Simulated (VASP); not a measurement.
Data:

```xyz
2
Lattice="0.0000 3.5000 3.5000 3.5000 0.0000 3.5000 3.5000 3.5000 0.0000" Properties=species:S:1:pos:R:3 pbc="T T T"
Ba     0.0000     0.0000     0.0000
Te     3.5000     3.5000     3.5000
```

Computed with PBE GGA, VASP's PBE PAW potentials (set 64) (plane waves; VASP 6.6.1). Run with 400 eV cut-off, 1×1×1 Γ-centred mesh, Gaussian smearing of 0.050 eV, potentials Ba_sv Te.

Question: Predict the energy per atom (σ→0), pressure.

Answer: 
| Property | Result |
|---|---|
| energy per atom (σ→0) | -0.866 eV/atom |
| pressure | 16.75 GPa |

The absolute energy has meaning only against runs of the same code, potentials and settings.

The compound is BaTe in the rock salt structure. The cell was not relaxed at this level. The k-mesh is coarse (spacing up to 1.55 per Å, 2π included), so the numbers may not be converged in it. The run is one of a series of settings (KPOINTS 1×1×1 Γ-centred mesh against the base run), some of them coarse on purpose.
